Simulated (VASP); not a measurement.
# Ca3ZrN3 (Pc) in VASP: further runs

The runs below take Ca3ZrN3 through single point, with PBE.

All numbers are computed with VASP 6.6.1; they aren't measurements. Logs are shortened: lines on timing, memory, paths and dates and some standing lists are left out, and cuts for length are marked.

### Step 1. The crystal as given

Symmetry: Pc, No. 7, monoclinic system. The conventional cell has a = 4.866 Å, b = 4.841 Å, c = 9.801 Å, α = 90.00°, β = 90.06°, γ = 90.00°. Around Ca (site symmetry 1) lie 4 N at 2.42 to 2.49 Å. Around Ca (site symmetry 1) lie 4 N at 2.41 to 2.47 Å. Around Ca (site symmetry 1) lie 4 N at 2.43 to 2.49 Å. Zr (site symmetry 1) is surrounded by 3 N at 2.11 to 2.15 Å. Around N (site symmetry 1) lie 1 Zr at 2.15 Å and 3 Ca at 2.41 to 2.47 Å. Around N (site symmetry 1) lie 1 Zr at 2.11 Å. Around N (site symmetry 1) lie 1 Zr at 2.13 Å and 2 Ca at 2.41 to 2.43 Å.

The cell was built by a generator and needn't be a form met in nature.

### Step 2. Single point, PBE

INCAR

```
SYSTEM = Ca3ZrN3
ALGO = Normal
EDIFF = 1E-6
ENCUT = 520
GGA = PE
ISIF = 2
ISMEAR = 0
KPAR = 8
LASPH = .True.
LCHARG = .False.
LREAL = .False.
LWAVE = .False.
NELM = 120
PREC = Accurate
SIGMA = 0.1
```

KPOINTS

```
k-points
0
Gamma
  6 6 4
  0 0 0
```

POSCAR

```
Ca3ZrN3
1.0
    4.8658100000      0.0000000000      0.0000000000
    0.0000000000      4.8413600000      0.0000000000
   -0.0109980000      0.0000000000      9.8007440000
Ca Zr N
6 2 6
Direct
    0.5030260000      0.5009400000      0.7476350000
    0.5030260000      0.4990600000      0.2476350000
    0.5035760000      0.9973170000      0.9983980000
    0.5035760000      0.0026830000      0.4983980000
    0.0021140000      0.9983330000      0.7475290000
    0.0021140000      0.0016670000      0.2475290000
    0.0260800000      0.4760050000      0.9852140000
    0.0260800000      0.5239950000      0.4852140000
    0.9982100000      0.0341760000      0.0005970000
    0.9982100000      0.9658240000      0.5005970000
    0.9989220000      0.4978210000      0.7709090000
    0.9989220000      0.5021790000      0.2709090000
    0.4612580000      0.5018940000      0.0003490000
    0.4612580000      0.4981060000      0.5003490000
```

Potentials or basis: VASP PAW PBE potentials, release 64 (Ca_sv, Zr_sv, N).

Started as:

```bash
$ cat potpaw_PBE.64/Ca_sv/POTCAR potpaw_PBE.64/Zr_sv/POTCAR potpaw_PBE.64/N/POTCAR > POTCAR
$ mpirun -np 8 vasp_std > vasp.out
```

OUTCAR:

```text
SYSTEM = Ca3ZrN3
   EDIFF = 1E-6
   ENCUT = 520
   GGA = PE
   ISIF = 2
   ISMEAR = 0
   LASPH = .True.
   LREAL = .False.
   NELM = 120
   PREC = Accurate

 ion  position               nearest neighbor table
   1  0.503  0.501  0.748-  11 2.42  14 2.43  11 2.46   7 3.29   7 3.45   8 3.46
   2  0.503  0.499  0.248-  12 2.42  13 2.43  12 2.46   8 3.29   8 3.45   7 3.46
   3  0.504  0.997  0.998-  13 2.41   9 2.41  13 2.45   9 2.47   7 3.28   7 3.43   7 3.44
   4  0.504  0.003  0.498-  14 2.41  10 2.41  14 2.45  10 2.47   8 3.28   8 3.43   8 3.44
   5  0.002  0.998  0.748-  10 2.43  11 2.43  11 2.43   7 3.28   7 3.44   8 3.45
   6  0.002  0.002  0.248-   9 2.43  12 2.43  12 2.43   8 3.28   8 3.44   7 3.45
   7  0.026  0.476  0.985-  11 2.11  13 2.13   9 2.15   9 2.71  13 2.76  12 2.81   3 3.28   5 3.28
                             1 3.29   3 3.43   5 3.44   3 3.44   6 3.45   1 3.45   2 3.46
   8  0.026  0.524  0.485-  12 2.11  14 2.13  10 2.15  10 2.71  14 2.76  11 2.81   4 3.28   6 3.28
                             2 3.29   4 3.43   6 3.44   4 3.44   5 3.45   2 3.45   1 3.46
   9  0.998  0.034  0.001-   7 2.15   3 2.41   6 2.43   3 2.47   7 2.71
  10  0.998  0.966  0.501-   8 2.15   4 2.41   5 2.43   4 2.47   8 2.71
  11  0.999  0.498  0.771-   7 2.11   1 2.42   5 2.43   5 2.43   1 2.46   8 2.81
  12  0.999  0.502  0.271-   8 2.11   2 2.42   6 2.43   6 2.43   2 2.46   7 2.81
  13  0.461  0.502  0.000-   7 2.13   3 2.41   2 2.43   3 2.45   7 2.76
  14  0.461  0.498  0.500-   8 2.13   4 2.41   1 2.43   4 2.45   8 2.76

  LATTYP: Found a simple monoclinic cell.
 ALAT       =     4.8658100000
 B/A-ratio  =     0.9949751429
 C/A-ratio  =     2.0142073305
 COS(beta)  =    -0.0011221590

  Lattice vectors:

 A1 = (   4.8658100000,   0.0000000000,   0.0000000000)
 A2 = (   0.0000000000,   4.8413600000,   0.0000000000)
 A3 = (  -0.0109980000,   0.0000000000,   9.8007440000)

Analysis of symmetry for initial positions (statically):
=====================================================================
 Subroutine PRICEL returns:
 Original cell was already a primitive cell.

 Routine SETGRP: Setting up the symmetry group for a
 simple monoclinic supercell.

 Subroutine GETGRP returns: Found  2 space group operations
 (whereof  1 operations were pure point group operations)
 out of a pool of  4 trial point group operations.

The static configuration has the point symmetry C_1 .
 The point group associated with its full space group is C_1h.

Analysis of symmetry for dynamics (positions and initial velocities):
=====================================================================
 Subroutine PRICEL returns:
 Original cell was already a primitive cell.

 Routine SETGRP: Setting up the symmetry group for a
 simple monoclinic supercell.

 Subroutine GETGRP returns: Found  2 space group operations
 (whereof  1 operations were pure point group operations)
 out of a pool of  4 trial point group operations.

The dynamic configuration has the point symmetry C_1 .
 The point group associated with its full space group is C_1h.

 Subroutine INISYM returns: Found  2 space group operations
 (whereof  1 operations are pure point group operations),
 and found     1 'primitive' translations

----------------------------------------------------------------------------------------

                                     Primitive cell

  volume of cell :     230.8775

  direct lattice vectors                    reciprocal lattice vectors
     4.865810000  0.000000000  0.000000000     0.205515628  0.000000000  0.000230621
     0.000000000  4.841360000  0.000000000     0.000000000  0.206553530  0.000000000
    -0.010998000  0.000000000  9.800744000     0.000000000  0.000000000  0.102033070

  length of vectors
     4.865810000  4.841360000  9.800750171     0.205515758  0.206553530  0.102033070

  position of ions in fractional coordinates (direct lattice)
     0.503026000  0.500940000  0.747635000
     0.503026000  0.499060000  0.247635000
     0.503576000  0.997317000  0.998398000
     0.503576000  0.002683000  0.498398000
     0.002114000  0.998333000  0.747529000
     0.002114000  0.001667000  0.247529000
     0.026080000  0.476005000  0.985214000
     0.026080000  0.523995000  0.485214000
     0.998210000  0.034176000  0.000597000
     0.998210000  0.965824000  0.500597000
     0.998922000  0.497821000  0.770909000
     0.998922000  0.502179000  0.270909000
     0.461258000  0.501894000  0.000349000
     0.461258000  0.498106000  0.500349000

  ion indices of the primitive-cell ions
   primitive index   ion index
                 1           1
                 2           2
                 3           3
                 4           4
                 5           5
                 6           6
                 7           7
                 8           8
                 9           9
                10          10
                11          11
                12          12
                13          13
                14          14

----------------------------------------------------------------------------------------

 KPOINTS: k-points

Automatic generation of k-mesh.
 Grid dimensions read from file:
 generate k-points for:    6    6    4

 Generating k-lattice:

  Cartesian coordinates                     Fractional coordinates (reciprocal lattice)
     0.034252605  0.000000000  0.000038437     0.166666667  0.000000000  0.000000000
     0.000000000  0.034425588  0.000000000     0.000000000  0.166666667  0.000000000
     0.000000000  0.000000000  0.025508268     0.000000000  0.000000000  0.250000000

  Length of vectors
     0.034252626  0.034425588  0.025508268

  Shift w.r.t. Gamma in fractional coordinates (k-lattice)
     0.000000000  0.000000000  0.000000000

 Subroutine IBZKPT returns following result:
 ===========================================

 Found     56 irreducible k-points:

 Following reciprocal coordinates:
            Coordinates               Weight
  0.000000  0.000000  0.000000      1.000000
  0.166667  0.000000  0.000000      2.000000
  0.333333  0.000000 -0.000000      2.000000
  0.500000  0.000000  0.000000      1.000000
  0.000000  0.166667  0.000000      2.000000
  0.166667  0.166667  0.000000      4.000000
[... 16 lines left out ...]
  0.000000  0.166667  0.250000      4.000000
  0.166667  0.166667  0.250000      4.000000
 [... further k-points ...]
   k-points           NKPTS =     56   k-points in BZ     NKDIM =     56   number of bands    NBANDS=     68
   number of dos      NEDOS =    301   number of ions     NIONS =     14
   total plane-waves  NPLWV = 103680
   dimension x,y,z NGX =    36 NGY =   36 NGZ =   80
   dimension x,y,z NGXF=    72 NGYF=   72 NGZF=  160
   ions per type =               6   2   6
   NGX,Y,Z   is equivalent  to a cutoff of  12.30, 12.36, 13.57 a.u.
   NGXF,Y,Z  is equivalent  to a cutoff of  24.60, 24.72, 27.14 a.u.
 SYSTEM =  Ca3ZrN3
   PREC   = accura    normal or accurate (medium, high low for compatibility)
   ISTART =      0    job   : 0-new  1-cont  2-samecut
   ICHARG =      2    charge: 1-file 2-atom 10-const
   ISPIN  =      1    spin polarized calculation?
   LNONCOLLINEAR =      F non collinear calculations
   LSORBIT =      F    spin-orbit coupling
   LASPH  =      T    aspherical Exc in radial PAW
   ENCUT  =  520.0 eV  38.22 Ry    6.18 a.u.   9.05  9.00 18.22*2*pi/ulx,y,z
   NELM   =    120;   NELMIN=  2; NELMDL= -5     # of ELM steps
   EDIFF  = 0.1E-05   stopping-criterion for ELM
   LREAL  =      F    real-space projection
   EDIFFG = 0.1E-04   stopping-criterion for IOM
   NSW    =      0    number of steps for IOM
   IBRION =     -1    ionic relax: 0-MD 1-quasi-New 2-CG
   NFREE  =      0    steps in history (QN), initial steepest desc. (CG)
   ISIF   =      2    stress and relaxation
   ISYM   =      2    0-nonsym 1-usesym 2-fastsym
   POTIM  = 0.5000    time-step for ionic-motion
   TEBEG  =    0.0;   TEEND  =   0.0 temperature during run
   PSTRESS=    0.0 pullay stress
   NELECT =     114.0000    total number of electrons
   NUPDOWN=      -1.0000    fix difference up-down
   EMIN   =  10.00;   EMAX   =-10.00  energy-range for DOS
   EFERMI =   0.00;   METHOD = LEGACY
   ISMEAR =     0;   SIGMA  =   0.10  broadening in eV -4-tet -1-fermi 0-gaus
   EFERMI_NEDOS =   21; number of points for ismear=-14 and -15
   IALGO  =     38    algorithm
   IMIX   =      4    mixing-type and parameters
     AMIX     =   0.40;   BMIX     =  1.00
     AMIX_MAG =   1.60;   BMIX_MAG =  1.00
  volume/ion in A,a.u.               =      16.49       111.29
  Fermi-wavevector in a.u.,A,eV,Ry     =   1.293945  2.445202 22.780160  1.674294
  Thomas-Fermi vector in A             =   2.425559
   LORBIT       =      0    0 simple, 1 ext, 2 COOP (PROOUT), +10 PAW based schemes
   GGA     = PE    functional components
   LHFCALC =     F    Hartree Fock is set to
   AEXX    =    0.0000 exact exchange contribution
   IVDW    =     0    specifies the selected vdW correction
   LEPSILON=     F    determine dielectric tensor
   LRPA    =     F    only Hartree local field effects (RPA)
 non-spin polarized calculation
 Gauss-broadening in eV      SIGMA  =   0.10
  energy-cutoff  :      520.00
  volume of cell :      230.88
 maximum number of plane-waves:      6256
   NGX = 19   NGY = 19   NGZ = 37

 number of electron     113.9999997 magnetization

 Free energy of the ion-electron system (eV)
  ---------------------------------------------------
  ext. energy  EPLUGINS =         0.00000000
  ---------------------------------------------------
  free energy    TOTEN  =       -93.21617065 eV

  energy without entropy =      -93.19984175  energy(sigma->0) =      -93.20800620

 E-fermi :   4.9671     XC(G=0): -10.2959

 val. band max:        4.9571844875   @ k =  -0.1667   0.5000   0.2500
 cond. band min:       4.9830619770   @ k =   0.1667   0.1667   0.0000
 fundamental gap:      0.0258774894
 Fermi energy:         4.9671480643

 k-point     1 :       0.0000    0.0000    0.0000
  band No.  band energies     occupation
      1     -43.5788      2.00000
      2     -43.5786      2.00000
      3     -34.7673      2.00000
      4     -34.7589      2.00000
      5     -34.6811      2.00000
      6     -34.6781      2.00000
[... 60 lines left out ...]
     67       8.2890      0.00000
     68       8.3885      0.00000

 k-point     2 :       0.1667    0.0000    0.0000
  band No.  band energies     occupation
      1     -43.5788      2.00000
      2     -43.5785      2.00000
      3     -34.7640      2.00000
      4     -34.7562      2.00000
      5     -34.6828      2.00000
      6     -34.6806      2.00000
[... 60 lines left out ...]
     67       8.2319      0.00000
     68       8.4603      0.00000

 k-point     3 :       0.3333    0.0000   -0.0000
  band No.  band energies     occupation
      1     -43.5786      2.00000
      2     -43.5784      2.00000
      3     -34.7568      2.00000
      4     -34.7501      2.00000
      5     -34.6872      2.00000
      6     -34.6863      2.00000
[... 1480 lines left out ...]
     67       8.3881      0.00000
     68       8.4763      0.00000

 k-point    24 :       0.1667    0.1667    0.2500
  band No.  band energies     occupation
      1     -43.5787      2.00000
      2     -43.5785      2.00000
      3     -34.7596      2.00000
      4     -34.7550      2.00000
      5     -34.6852      2.00000
      6     -34.6830      2.00000
[... 60 lines left out ...]
     67       8.3704      0.00000
     68       8.5397      0.00000

 [... further k-points ...]

------------------------ aborting loop because EDIFF is reached ----------------------------------------

  FORCE on cell =-STRESS in cart. coord.  units (eV):
  Direction    XX          YY          ZZ          XY          YZ          ZX
  --------------------------------------------------------------------------------------
  -------------------------------------------------------------------------------------
  Total        0.0518186      0.0661811     -0.0626603      0.0000000      0.0000000     -0.0100035
  in kB        0.3595960      0.4592646     -0.4348318      0.0000000      0.0000000     -0.0694195
  external PRESSURE =       0.1280096 kB  Pullay stress =       0.0000000 kB

 VOLUME and BASIS-vectors are now :
 -----------------------------------------------------------------------------
  energy-cutoff  :      520.00
  volume of cell :      230.88
      direct lattice vectors                 reciprocal lattice vectors
     4.865810000  0.000000000  0.000000000     0.205515628  0.000000000  0.000230621
     0.000000000  4.841360000  0.000000000     0.000000000  0.206553530  0.000000000
    -0.010998000  0.000000000  9.800744000     0.000000000  0.000000000  0.102033070

 POSITION                                       TOTAL-FORCE (eV/Angst)
 -----------------------------------------------------------------------------------
      2.43941      2.42523      7.32738        -0.001724     -0.000020      0.003078
      2.44491      2.41613      2.42701        -0.001724      0.000020      0.003078
      2.43932      4.82837      9.78504        -0.000370      0.003322      0.003944
      2.44482      0.01299      4.88467        -0.000370     -0.003322      0.003944
      0.00206      4.83329      7.32634        -0.000910      0.000320      0.001147
      0.00756      0.00807      2.42597        -0.000910     -0.000320      0.001147
      0.11606      2.30451      9.65583         0.012363     -0.001173      0.007744
      0.12156      2.53685      4.75546         0.012363      0.001173      0.007744
      4.85709      0.16546      0.00585         0.002355      0.001899     -0.006326
      4.85159      4.67590      4.90622         0.002355     -0.001899     -0.006326
      4.85209      2.41013      7.55548        -0.003089      0.001895     -0.000513
      4.85759      2.43123      2.65511        -0.003089     -0.001895     -0.000513
      2.24439      2.42985      0.00342        -0.008624     -0.010880     -0.009074
      2.23889      2.41151      4.90379        -0.008624      0.010880     -0.009074
 -----------------------------------------------------------------------------------
    total drift:                                0.000353     -0.000000      0.000143

  FREE ENERGIE OF THE ION-ELECTRON SYSTEM (eV)
  ---------------------------------------------------
  free  energy   TOTEN  =       -93.2161706458 eV

  energy  without entropy=      -93.1998417538  energy(sigma->0) =      -93.20800620
```

It took 3.6 min on 8 MPI ranks of AMD EPYC 7R13 (Zen 3), shared host; peak memory 0.77 GiB.

Results:

| Quantity | Value |
| --- | --- |
| Free energy | -93.2162 eV |
| Pressure | 0.0 GPa |
| Largest force | 0.017 eV/Å |
| Band gap on the k mesh | none (metal or under the smearing width) |

Forces in eV/Å, atoms in the order of the input:
```
Ca  -0.002  0.000  0.003
Ca  -0.002  0.000  0.003
Ca   0.000  0.003  0.004
Ca   0.000 -0.003  0.004
Ca  -0.001  0.000  0.001
Ca  -0.001  0.000  0.001
Zr   0.012 -0.001  0.008
Zr   0.012  0.001  0.008
N    0.002  0.002 -0.006
N    0.002 -0.002 -0.006
N   -0.003  0.002 -0.001
N   -0.003 -0.002 -0.001
N   -0.009 -0.011 -0.009
N   -0.009  0.011 -0.009
```

Levels at points of the mesh, in eV from the Fermi level:
| k point | band 54 | band 55 | band 56 | band 57 | band 58 | band 59 | band 60 | band 61 |
| --- | --- | --- | --- | --- | --- | --- | --- | --- |
| (0.00, 0.00, 0.00) | -0.99 | -0.92 | -0.91 | -0.73 | -0.25 | 1.09 | 1.20 | 1.29 |
| (0.50, 0.00, 0.00) | -1.59 | -1.24 | -0.96 | -0.23 | 0.48 | 1.44 | 2.10 | 2.30 |
| (0.00, 0.50, 0.00) | -1.48 | -1.44 | -1.10 | -0.22 | 0.49 | 1.68 | 2.13 | 2.24 |
| (0.50, 0.50, 0.00) | -1.71 | -1.67 | -1.58 | 0.51 | 1.02 | 2.04 | 2.34 | 2.40 |
| (0.00, 0.00, 0.50) | -1.17 | -0.89 | -0.89 | -0.76 | -0.76 | 1.32 | 1.32 | 1.81 |
| (0.50, 0.00, 0.50) | -1.52 | -1.46 | -1.46 | 0.06 | 0.06 | 2.05 | 2.05 | 2.32 |
| (0.00, 0.50, 0.50) | -1.48 | -1.35 | -1.35 | 0.07 | 0.07 | 1.99 | 1.99 | 2.23 |
| (0.50, 0.50, 0.50) | -1.71 | -1.63 | -1.63 | 0.73 | 0.73 | 2.22 | 2.22 | 2.52 |

### Step 3. Single point, PBE, collinear spin, ferromagnetic start

INCAR

```
SYSTEM = Ca3ZrN3
ALGO = Normal
EDIFF = 1E-6
ENCUT = 520
GGA = PE
ISIF = 2
ISMEAR = 0
ISPIN = 2
KPAR = 8
LASPH = .True.
LCHARG = .False.
LMAXMIX = 4
LORBIT = 11
LREAL = .False.
LWAVE = .False.
MAGMOM = 0 0 0 0 0 0 1.5 1.5 0 0 0 0 0 0
NELM = 150
PREC = Accurate
SIGMA = 0.1
```

KPOINTS is that of step 2.

POSCAR is that of step 2.

Potentials or basis: VASP PAW PBE potentials, release 64 (Ca_sv, Zr_sv, N).

Started as:

```bash
$ cat potpaw_PBE.64/Ca_sv/POTCAR potpaw_PBE.64/Zr_sv/POTCAR potpaw_PBE.64/N/POTCAR > POTCAR
$ mpirun -np 8 vasp_std > vasp.out
```

Wall time 10 min (8 MPI ranks of AMD EPYC 7R13 (Zen 3), shared host); peak memory 1.2 GiB.

Results (log left out):

```yaml
Free_energy: -93.2162 eV
Pressure: 0.0 GPa
Largest_force: 0.017 eV/Å
Band_gap_on_the_k_mesh: none (metal or under the smearing width)
Net_moment: 0.00 μB per cell
Valence_electrons_inside_the_program's_atomic_spheres: Ca 8.26, 8.27; Zr 9.76; N 3.64, 3.65
```

Forces in eV/Å, atoms in the order of the input:
```
Ca  -0.002  0.000  0.003
Ca  -0.002  0.000  0.003
Ca   0.000  0.003  0.004
Ca   0.000 -0.003  0.004
Ca  -0.001  0.000  0.001
Ca  -0.001  0.000  0.001
Zr   0.012 -0.001  0.008
Zr   0.012  0.001  0.008
N    0.002  0.002 -0.006
N    0.002 -0.002 -0.006
N   -0.003  0.002  0.000
N   -0.003 -0.002  0.000
N   -0.009 -0.011 -0.009
N   -0.009  0.011 -0.009
```

Stress tensor (GPa, compression positive):
```
 0.04  0.00 -0.01
 0.00  0.05  0.00
-0.01  0.00 -0.04
```

Levels at points of the mesh, in eV from the Fermi level:
Spin up:
| k point | band 54 | band 55 | band 56 | band 57 | band 58 | band 59 | band 60 | band 61 |
| --- | --- | --- | --- | --- | --- | --- | --- | --- |
| (0.00, 0.00, 0.00) | -0.99 | -0.92 | -0.91 | -0.73 | -0.25 | 1.09 | 1.20 | 1.29 |
| (0.50, 0.00, 0.00) | -1.59 | -1.24 | -0.96 | -0.23 | 0.48 | 1.44 | 2.10 | 2.30 |
| (0.00, 0.50, 0.00) | -1.48 | -1.44 | -1.10 | -0.22 | 0.49 | 1.68 | 2.13 | 2.24 |
| (0.50, 0.50, 0.00) | -1.71 | -1.67 | -1.58 | 0.51 | 1.02 | 2.04 | 2.34 | 2.40 |
| (0.00, 0.00, 0.50) | -1.17 | -0.89 | -0.89 | -0.76 | -0.76 | 1.32 | 1.32 | 1.81 |
| (0.50, 0.00, 0.50) | -1.52 | -1.46 | -1.46 | 0.06 | 0.06 | 2.05 | 2.05 | 2.32 |
| (0.00, 0.50, 0.50) | -1.48 | -1.35 | -1.35 | 0.07 | 0.07 | 1.99 | 1.99 | 2.23 |
| (0.50, 0.50, 0.50) | -1.71 | -1.63 | -1.63 | 0.73 | 0.73 | 2.22 | 2.22 | 2.52 |
Spin down:
| k point | band 55 | band 56 | band 57 | band 58 | band 59 | band 60 |
| --- | --- | --- | --- | --- | --- | --- |
| (0.00, 0.00, 0.00) | -0.92 | -0.91 | -0.73 | -0.25 | 1.09 | 1.20 |
| (0.50, 0.00, 0.00) | -1.24 | -0.96 | -0.23 | 0.48 | 1.44 | 2.10 |
| (0.00, 0.50, 0.00) | -1.44 | -1.10 | -0.22 | 0.49 | 1.68 | 2.13 |
| (0.50, 0.50, 0.00) | -1.67 | -1.58 | 0.51 | 1.01 | 2.04 | 2.34 |
| (0.00, 0.00, 0.50) | -0.89 | -0.89 | -0.76 | -0.76 | 1.32 | 1.32 |
| (0.50, 0.00, 0.50) | -1.46 | -1.46 | 0.06 | 0.06 | 2.05 | 2.05 |
| (0.00, 0.50, 0.50) | -1.35 | -1.35 | 0.07 | 0.07 | 1.99 | 1.99 |
| (0.50, 0.50, 0.50) | -1.63 | -1.63 | 0.72 | 0.72 | 2.22 | 2.22 |
